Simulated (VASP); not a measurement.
Input:

```
Mg
1.0
   -2.81812     2.81812     1.53760
    2.81812    -2.81812     1.53760
    2.81812     2.81812    -1.53760
Mg
2
Direct
  0.75000   0.25000   0.50000
  0.00000   0.00000   0.00000
```

Computed with PBE GGA, VASP's PBE PAW potentials (set 64) (plane waves; VASP). Run with 300 eV cut-off, 10×10×10 Γ-centred mesh, Gaussian smearing of 0.050 eV, potentials Mg.

**Question.** Predict the energy per atom (σ→0), pressure, band gap (on the k-mesh) with the smallest direct gap where there is one.

**Answer.** 
| Item | Value |
|---|---|
| band gap (on the k-mesh) | none (metal, semimetal or under 0.01 eV) |
| energy per atom (σ→0) | -1.223 eV/atom |
| pressure | 14.3 kbar |

The structure was generated: Mg was put into an ordered model structure, which need not be its known phase. The cell was not relaxed at this level.
